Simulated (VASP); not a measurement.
A VASP calculation is set up with these files.

INCAR:
```
SYSTEM = W
PREC = Accurate
ENCUT = 400
EDIFF = 1E-6
NELM = 100
ALGO = Normal
LREAL = .FALSE.
LASPH = .TRUE.
ISMEAR = 1
SIGMA = 0.1
GGA = PE
LMAXMIX = 6
LWAVE = .FALSE.
LCHARG = .FALSE.
ISIF = 2
```

POSCAR:
```
W
1
   -1.6116000000     1.6116000000     1.6116000000
    1.6116000000    -1.6116000000     1.6116000000
    1.6116000000     1.6116000000    -1.6116000000
W
1
Direct
  0.0000000000   0.0000000000   0.0000000000
```

File KPOINTS:
```
Automatic mesh
0
Monkhorst-Pack
12 11 6
0 0 0
```

POTCAR, in this order: W_sv (PBE.64 set). Program: vasp_std.

What VASP printed:

File standard output:
```
 POSCAR found type information on POSCAR W
 POSCAR found :  1 types and       1 ions
 Reading from existing POTCAR
 Reading from existing POTCAR
 LDA part: xc-table for (Slater+PW92), standard interpolation

 -----------------------------------------------------------------------------
|                                                                             |
|           W    W    AA    RRRRR   N    N  II  N    N   GGGG   !!!           |
|           W    W   A  A   R    R  NN   N  II  NN   N  G    G  !!!           |
|           W    W  A    A  R    R  N N  N  II  N N  N  G       !!!           |
|           W WW W  AAAAAA  RRRRR   N  N N  II  N  N N  G  GGG   !            |
|           WW  WW  A    A  R   R   N   NN  II  N   NN  G    G                |
|           W    W  A    A  R    R  N    N  II  N    N   GGGG   !!!           |
|                                                                             |
|     Your reciprocal lattice and k-lattice belong to different lattice       |
|     classes:                                                                |
|                                                                             |
|        The reciprocal lattice is face-centered cubic,                       |
|        whereas your k-lattice is triclinic.                                 |
|                                                                             |
|     Results are often still useful ...                                      |
|                                                                             |
 -----------------------------------------------------------------------------

 POSCAR, INCAR and KPOINTS ok, starting setup
 WAVECAR not read
 entering main loop
       N       E                     dE             d eps       ncg     rms          rms(c)
DAV:   1     0.645868440925E+02    0.64587E+02   -0.68153E+03  8442   0.121E+03
DAV:   2    -0.122807621295E+02   -0.76868E+02   -0.74302E+02  9014   0.294E+02
DAV:   3    -0.135915547387E+02   -0.13108E+01   -0.13013E+01  9675   0.391E+01
DAV:   4    -0.135981234792E+02   -0.65687E-02   -0.65684E-02  9021   0.302E+00
DAV:   5    -0.135981804051E+02   -0.56926E-04   -0.56925E-04  9351   0.279E-01    0.189E+01
DAV:   6    -0.130679690758E+02    0.53021E+00   -0.65752E-01  9012   0.106E+01    0.715E+00
DAV:   7    -0.129324436736E+02    0.13553E+00   -0.33402E-01  9432   0.707E+00    0.789E-01
DAV:   8    -0.129279736043E+02    0.44701E-02   -0.36530E-03  8646   0.878E-01    0.984E-02
DAV:   9    -0.129279524661E+02    0.21138E-04   -0.13897E-04  9718   0.143E-01    0.471E-02
DAV:  10    -0.129279492224E+02    0.32437E-05   -0.10147E-05  8960   0.456E-02    0.154E-02
DAV:  11    -0.129279500121E+02   -0.78965E-06   -0.38651E-07  4875   0.620E-03
   1 F= -.12927950E+02 E0= -.12927898E+02  d E =-.155692E-03
```

OUTCAR:
```
------------------------ aborting loop because EDIFF is reached ----------------------------------------
  FORCE on cell =-STRESS in cart. coord.  units (eV):
  Direction    XX          YY          ZZ          XY          YZ          ZX
  --------------------------------------------------------------------------------------
  Total       -0.9969913     -0.9969913     -0.9969913      0.0000000     -0.0000000      0.0000000
  in kB      -95.4047932    -95.4047932    -95.4047932      0.0000000     -0.0000000      0.0000000
  external PRESSURE =     -95.4047932 kB  Pullay stress =       0.0000000 kB
  volume of cell :       16.74
      direct lattice vectors                 reciprocal lattice vectors
    -1.611600000  1.611600000  1.611600000     0.000000000  0.310250683  0.310250683
     1.611600000 -1.611600000  1.611600000     0.310250683  0.000000000  0.310250683
     1.611600000  1.611600000 -1.611600000     0.310250683  0.310250683  0.000000000
 POSITION                                       TOTAL-FORCE (eV/Angst)
 -----------------------------------------------------------------------------------
      0.00000      0.00000      0.00000         0.000000      0.000000      0.000000
 -----------------------------------------------------------------------------------
    total drift:                                0.000000      0.000000      0.000000
  FREE ENERGIE OF THE ION-ELECTRON SYSTEM (eV)
  ---------------------------------------------------
  free  energy   TOTEN  =       -12.9279500121 eV

  energy  without entropy=      -12.9277943204  energy(sigma->0) =      -12.92789811
```
(Selected blocks of OUTCAR.)

Problem. Read the log: what went wrong, and how is it fixed?

Solution. The cause: the mesh has unequal divisions along equivalent axes and breaks the lattice's symmetry. The run ends without an error. Against the sound run, the energy per atom (σ→0) rises by 0.010 eV/atom; the pressure rises by 0.14 GPa. To mend it, correct KPOINTS.
**KPOINTS**
```
Automatic mesh
0
Gamma
12 12 12
0 0 0
```
The mended run (PBE GGA, plane waves, VASP's PBE PAW potentials (set 64)) converges, and its OSZICAR ends with
```
   1 F= -.12937953E+02 E0= -.12937988E+02  d E =0.104414E-03
```

The compound is W in the bcc structure. The cell was not relaxed at this level.
